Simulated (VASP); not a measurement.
A convergence study with VASP on Ag (fcc): one setting is varied, all else stays as given below, so the limit is that of these other settings.

```
Ag
1.0
    0.00000     2.04500     2.04500
    2.04500     0.00000     2.04500
    2.04500     2.04500     0.00000
Ag
1
Cartesian
  0.00000   0.00000   0.00000
```

Computed with PBE GGA, VASP's PBE PAW potentials (set 64) (plane waves; VASP). The tightest run used: 550 eV cut-off, 25×25×25 Γ-centred mesh, tetrahedra with Blöchl corrections, potentials Ag.

```csv
setting,E (eV/atom),pressure (GPa),irreducible k-points
3×3×3 mesh,-3.0562,0.66,4
4×4×4 mesh,-2.6145,4.52,8
5×5×5 mesh,-2.7490,3.62,10
```

Task: These are the cheaper rows. Estimate the results at 25×25×25 mesh, and how far the last row shown lies from them.

Result: 
```
quantity        tightest run  last row shown is off by
--------------  ------------  ------------------------
E (eV/atom)          -2.7083                   -0.0407
pressure (GPa)          4.10                     -0.48
```

Left out are rungs that failed or repeat a setting and relaxations that didn't move; long series are thinned to 24 rows.

The compound is Ag in the fcc structure. The cell was not relaxed at this level.
